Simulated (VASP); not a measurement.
Calculation: PBE GGA, VASP's PBE PAW potentials (set 64) (plane waves; VASP).

The input files of a VASP run:

**KPOINTS**
```
Regular mesh
0
gamma
  5 5 1
```

### INCAR
```
SYSTEM = Hf16Cl
PREC = Normal; ENCUT = 400; LREAL = .FALSE.
LASPH = .TRUE.
EDIFF = 1E-5; NELM = 100; NELMIN = 4
ALGO = Normal; LMAXMIX = 6
ISMEAR = 1; SIGMA = 0.1
GGA = PE
IBRION = 2; NSW = 50; ISIF = 2
EDIFFG = -0.03
LWAVE = .TRUE.; LCHARG = .FALSE.
DIPOL = 0.5 0.5 0.5
LDIPOL = .TRUE.; IDIPOL = 3
```

POSCAR:
```
Hf16Cl
1
    6.3898045719     0.0000000000     0.0000000000
    3.1949022860     5.5337330082     0.0000000000
    0.0000000000     0.0000000000    21.5389683049
Hf Cl
16 1
Direct
 -0.1666670000   0.3333330000   0.3244500000
  0.3333330000   0.3333330000   0.3244500000
 -0.1666670000   0.8333330000   0.3244500000
  0.3333330000   0.8333330000   0.3244500000
  0.0000000000   0.0000000000   0.4414830000
  0.5000000000   0.0000000000   0.4414830000
  0.0000000000   0.5000000000   0.4414830000
  0.5000000000   0.5000000000   0.4414830000
 -0.1666670000   0.3333330000   0.5585170000
  0.3333330000   0.3333330000   0.5585170000
 -0.1666670000   0.8333330000   0.5585170000
  0.3333330000   0.8333330000   0.5585170000
  0.0000000000   0.0000000000   0.6755500000
  0.5000000000   0.0000000000   0.6755500000
  0.0000000000   0.5000000000   0.6755500000
  0.5000000000   0.5000000000   0.6755500000
  0.1666670000   0.1666670000   0.7525840000
```

POTCAR, in this order: Hf Cl (PBE.64 set). Program: vasp_std.

What VASP printed:

OSZICAR:
```
...
DAV:   1    -0.157051841762E+03   -0.10494E+00   -0.13143E+01   440   0.130E+01    0.119E+00
DAV:   2    -0.157116813957E+03   -0.64972E-01   -0.63246E-01   720   0.200E+00    0.981E-01
DAV:   3    -0.157167752313E+03   -0.50938E-01   -0.12347E+00   760   0.259E+00    0.130E+00
DAV:   4    -0.157071219701E+03    0.96533E-01   -0.64043E-01   752   0.191E+00    0.529E-01
DAV:   5    -0.157060494706E+03    0.10725E-01   -0.93431E-02   712   0.724E-01    0.246E-01
DAV:   6    -0.157061097492E+03   -0.60279E-03   -0.11308E-02   720   0.281E-01    0.157E-01
DAV:   7    -0.157060865014E+03    0.23248E-03   -0.19707E-03   696   0.108E-01    0.897E-02
DAV:   8    -0.157060839449E+03    0.25565E-04   -0.54391E-04   736   0.634E-02    0.359E-02
DAV:   9    -0.157060819358E+03    0.20090E-04   -0.16640E-04   656   0.334E-02    0.250E-02
DAV:  10    -0.157060816929E+03    0.24294E-05   -0.23069E-05   400   0.141E-02
   4 F= -.15706082E+03 E0= -.15706956E+03  d E =-.113906E+00
       N       E                     dE             d eps       ncg     rms          rms(c)
DAV:   1    -0.157064448916E+03   -0.36296E-02   -0.63459E-01   440   0.285E+00    0.254E-01
DAV:   2    -0.157067420516E+03   -0.29716E-02   -0.27430E-02   720   0.431E-01    0.205E-01
DAV:   3    -0.157069123484E+03   -0.17030E-02   -0.47133E-02   744   0.555E-01    0.257E-01
DAV:   4    -0.157065390926E+03    0.37326E-02   -0.23046E-02   748   0.400E-01    0.112E-01
DAV:   5    -0.157064900687E+03    0.49024E-03   -0.39854E-03   712   0.154E-01    0.538E-02
DAV:   6    -0.157064928511E+03   -0.27823E-04   -0.42891E-04   712   0.577E-02    0.361E-02
DAV:   7    -0.157064915705E+03    0.12805E-04   -0.85113E-05   584   0.243E-02    0.165E-02
DAV:   8    -0.157064912864E+03    0.28405E-05   -0.16244E-05   376   0.135E-02
   5 F= -.15706491E+03 E0= -.15707386E+03  d E =-.118002E+00
       N       E                     dE             d eps       ncg     rms          rms(c)
DAV:   1    -0.157071182200E+03   -0.62665E-02   -0.14086E+00   448   0.415E+00    0.590E-01
DAV:   2    -0.157078360154E+03   -0.71780E-02   -0.84767E-02   704   0.854E-01    0.246E-01
DAV:   3    -0.157094380568E+03   -0.16020E-01   -0.11548E-01   808   0.834E-01    0.520E-01
DAV:   4    -0.157077463722E+03    0.16917E-01   -0.98492E-02   816   0.782E-01    0.202E-01
DAV:   5    -0.157076145859E+03    0.13179E-02   -0.11547E-02   764   0.270E-01    0.116E-01
DAV:   6    -0.157076225506E+03   -0.79646E-04   -0.16509E-03   688   0.124E-01    0.814E-02
DAV:   7    -0.157076115025E+03    0.11048E-03   -0.51604E-04   664   0.621E-02    0.267E-02
DAV:   8    -0.157076106483E+03    0.85419E-05   -0.78748E-05   544   0.271E-02
   6 F= -.15707611E+03 E0= -.15708475E+03  d E =-.111936E-01
       N       E                     dE             d eps       ncg     rms          rms(c)
DAV:   1    -0.157076256047E+03   -0.14102E-03   -0.37527E-01   440   0.214E+00    0.303E-01
DAV:   2    -0.157078444346E+03   -0.21883E-02   -0.23461E-02   696   0.453E-01    0.142E-01
DAV:   3    -0.157086487494E+03   -0.80431E-02   -0.55215E-02   800   0.587E-01    0.352E-01
DAV:   4    -0.157077709730E+03    0.87778E-02   -0.38768E-02   800   0.504E-01    0.961E-02
DAV:   5    -0.157077563398E+03    0.14633E-03   -0.33115E-03   712   0.137E-01    0.611E-02
DAV:   6    -0.157077595933E+03   -0.32535E-04   -0.46569E-04   720   0.629E-02    0.434E-02
DAV:   7    -0.157077565930E+03    0.30003E-04   -0.14122E-04   608   0.302E-02    0.165E-02
DAV:   8    -0.157077564023E+03    0.19072E-05   -0.23086E-05   400   0.168E-02
   7 F= -.15707756E+03 E0= -.15708602E+03  d E =-.126512E-01
       N       E                     dE             d eps       ncg     rms          rms(c)
DAV:   1    -0.157079772133E+03   -0.22062E-02   -0.64911E-01   440   0.282E+00    0.366E-01
DAV:   2    -0.157084387375E+03   -0.46152E-02   -0.38516E-02   688   0.623E-01    0.211E-01
DAV:   3    -0.157099609262E+03   -0.15222E-01   -0.11609E-01   816   0.886E-01    0.501E-01
DAV:   4    -0.157081805704E+03    0.17804E-01   -0.65540E-02   816   0.657E-01    0.102E-01
DAV:   5    -0.157082073588E+03   -0.26788E-03   -0.35073E-03   696   0.140E-01    0.887E-02
DAV:   6    -0.157082086378E+03   -0.12790E-04   -0.41872E-04   688   0.543E-02    0.613E-02
DAV:   7    -0.157082082037E+03    0.43410E-05   -0.13736E-04   632   0.309E-02    0.245E-02
DAV:   8    -0.157082070542E+03    0.11495E-04   -0.84145E-05   528   0.218E-02    0.959E-03
DAV:   9    -0.157082069561E+03    0.98010E-06   -0.16336E-05   384   0.141E-02
   8 F= -.15708207E+03 E0= -.15709035E+03  d E =-.450554E-02
       N       E                     dE             d eps       ncg     rms          rms(c)
DAV:   1    -0.157080074356E+03    0.19962E-02   -0.11935E+00   448   0.383E+00    0.498E-01
DAV:   2    -0.157087514906E+03   -0.74405E-02   -0.66037E-02   680   0.816E-01    0.262E-01
DAV:   3    -0.157117437986E+03   -0.29923E-01   -0.19752E-01   816   0.117E+00    0.704E-01
DAV:   4    -0.157083775549E+03    0.33662E-01   -0.12887E-01   816   0.899E-01    0.141E-01
DAV:   5    -0.157084246806E+03   -0.47126E-03   -0.64225E-03   680   0.188E-01    0.123E-01
DAV:   6    -0.157084280448E+03   -0.33641E-04   -0.69238E-04   688   0.746E-02    0.864E-02
DAV:   7    -0.157084262789E+03    0.17658E-04   -0.23508E-04   648   0.431E-02    0.329E-02
DAV:   8    -0.157084245156E+03    0.17634E-04   -0.15206E-04   648   0.279E-02    0.163E-02
DAV:   9    -0.157084240604E+03    0.45516E-05   -0.27293E-05   400   0.172E-02
   9 F= -.15708424E+03 E0= -.15709226E+03  d E =-.667658E-02
       N       E                     dE             d eps       ncg     rms          rms(c)
DAV:   1    -0.157085599544E+03   -0.13544E-02   -0.42780E-01   448   0.241E+00    0.254E-01
DAV:   2    -0.157086555792E+03   -0.95625E-03   -0.13966E-02   680   0.371E-01    0.109E-01
DAV:   3    -0.157086712374E+03   -0.15658E-03   -0.66568E-03   728   0.179E-01    0.112E-01
DAV:   4    -0.157086570903E+03    0.14147E-03   -0.38874E-03   736   0.152E-01    0.838E-02
DAV:   5    -0.157086334550E+03    0.23635E-03   -0.17784E-03   760   0.112E-01    0.592E-02
DAV:   6    -0.157086299216E+03    0.35334E-04   -0.26498E-04   576   0.539E-02    0.276E-02
DAV:   7    -0.157086303995E+03   -0.47796E-05   -0.57819E-05   496   0.242E-02
  10 F= -.15708630E+03 E0= -.15709449E+03  d E =-.206339E-02
       N       E                     dE             d eps       ncg     rms          rms(c)
DAV:   1    -0.157086346792E+03   -0.47576E-04   -0.20704E-01   440   0.168E+00    0.177E-01
DAV:   2    -0.157086806034E+03   -0.45924E-03   -0.67262E-03   680   0.257E-01    0.745E-02
DAV:   3    -0.157086890767E+03   -0.84733E-04   -0.31741E-03   728   0.124E-01    0.770E-02
DAV:   4    -0.157086820816E+03    0.69950E-04   -0.18095E-03   736   0.105E-01    0.573E-02
DAV:   5    -0.157086711608E+03    0.10921E-03   -0.89326E-04   752   0.795E-02    0.413E-02
DAV:   6    -0.157086695371E+03    0.16237E-04   -0.13427E-04   576   0.382E-02    0.187E-02
DAV:   7    -0.157086698473E+03   -0.31010E-05   -0.24413E-05   368   0.172E-02
  11 F= -.15708670E+03 E0= -.15709500E+03  d E =-.245787E-02
       N       E                     dE             d eps       ncg     rms          rms(c)
DAV:   1    -0.157087917219E+03   -0.12218E-02   -0.24306E-01   440   0.179E+00    0.144E-01
DAV:   2    -0.157088306755E+03   -0.38954E-03   -0.93899E-03   720   0.245E-01    0.980E-02
DAV:   3    -0.157087983132E+03    0.32362E-03   -0.75339E-03   736   0.181E-01    0.777E-02
DAV:   4    -0.157088327475E+03   -0.34434E-03   -0.47301E-03   776   0.175E-01    0.922E-02
DAV:   5    -0.157087716882E+03    0.61059E-03   -0.27073E-03   784   0.132E-01    0.241E-02
DAV:   6    -0.157087731751E+03   -0.14869E-04   -0.26221E-04   656   0.427E-02    0.138E-02
DAV:   7    -0.157087725654E+03    0.60969E-05   -0.18811E-05   392   0.144E-02
  12 F= -.15708773E+03 E0= -.15709608E+03  d E =-.102718E-02
```

**OUTCAR**
```
------------------------ aborting loop because EDIFF is reached ----------------------------------------
  FORCE on cell =-STRESS in cart. coord.  units (eV):
  Direction    XX          YY          ZZ          XY          YZ          ZX
  --------------------------------------------------------------------------------------
  Total       -1.0712850     -1.0712850     -0.1684225     -0.0000000      0.0000000      0.0000000
  in kB       -2.2536420     -2.2536420     -0.3543072     -0.0000000      0.0000000      0.0000000
  external PRESSURE =      -1.6205304 kB  Pullay stress =       0.0000000 kB
  volume of cell :      761.61
      direct lattice vectors                 reciprocal lattice vectors
     6.389804572  0.000000000  0.000000000     0.156499309 -0.090354919  0.000000000
     3.194902286  5.533733008  0.000000000     0.000000000  0.180709839  0.000000000
     0.000000000  0.000000000 21.538968305     0.000000000  0.000000000  0.046427479
 POSITION                                       TOTAL-FORCE (eV/Angst)
 -----------------------------------------------------------------------------------
      6.39042      1.84422      7.10124         0.002282     -0.001317     -0.001131
      3.19428      1.84422      7.10124        -0.002282     -0.001317     -0.001131
      7.98725      4.61144      7.07834         0.000000      0.000000      0.013316
      4.79235      4.61215      7.10124         0.000000      0.002635     -0.001131
      9.58115      5.53168      9.42108         0.010620      0.006132      0.001947
      6.39336      5.53168      9.42108        -0.010620      0.006132      0.001947
      7.98726      2.77098      9.42108        -0.000000     -0.012263      0.001947
      4.79235      2.76687      9.42943         0.000000      0.000000      0.024336
      6.41164      1.83197     12.12340        -0.003932      0.002270     -0.015029
      3.17306      1.83197     12.12340         0.003932      0.002270     -0.015029
      7.98725      4.61144     12.03109         0.000000      0.000000     -0.013387
      4.79235      4.63666     12.12340        -0.000000     -0.004540     -0.015029
      9.49681      5.48298     14.45527        -0.002507     -0.001447     -0.003690
      6.47770      5.48298     14.45527         0.002507     -0.001447     -0.003690
      7.98726      2.86836     14.45527         0.000000      0.002895     -0.003690
      4.79235      2.76687     14.40694         0.000000      0.000000      0.013844
      1.59745      0.92229     16.27286         0.000000      0.000000      0.015599
 -----------------------------------------------------------------------------------
    total drift:                               -0.000264     -0.000153     -0.005151
  FREE ENERGIE OF THE ION-ELECTRON SYSTEM (eV)
  ---------------------------------------------------
  free  energy   TOTEN  =      -157.0877256544 eV

  energy  without entropy=     -157.1127817025  energy(sigma->0) =     -157.09607767

 reached required accuracy - stopping structural energy minimisation
```
(Selected blocks of OUTCAR.)

CONTCAR:
```
Hf16Cl
   1.00000000000000
     6.3898045719000001    0.0000000000000000    0.0000000000000000
     3.1949022860000000    5.5337330081999996    0.0000000000000000
     0.0000000000000000    0.0000000000000000   21.5389683048999991
  Hf              Cl
    16     1
Direct
     0.8334615481018529    0.3332687259490784    0.3296925243211351
     0.3332687259490784    0.3332687259490784    0.3296925243211351
     0.8333330000000032    0.8333330000000032    0.3286293374526378
     0.3332687259490784    0.8334615481018529    0.3296925243211351
     0.9996287681901641    0.9996287681901641    0.4373970491749963
     0.5007424636196719    0.9996287681901641    0.4373970491749963
     0.9996287681901641    0.5007424636196719    0.4373970491749963
     0.5000000000000000    0.5000000000000000    0.4377845126376497
     0.8378902615047044    0.3310543692476526    0.5628591038610475
     0.3310543692476526    0.3310543692476526    0.5628591038610475
     0.8333330000000032    0.8333330000000032    0.5585733662101684
     0.3310543692476526    0.8378902615047044    0.5628591038610475
     0.9908292788088990    0.9908292788088990    0.6711217659585503
     0.5183414423822018    0.9908292788088990    0.6711217659585503
     0.9908292788088990    0.5183414423822018    0.6711217659585503
     0.5000000000000000    0.5000000000000000    0.6688777998857817
     0.1666669999999968    0.1666669999999968    0.7555076538665726
```

The cell is a thin slab with vacuum, built from Hf (hcp): (001) face, Cl adsorbed.
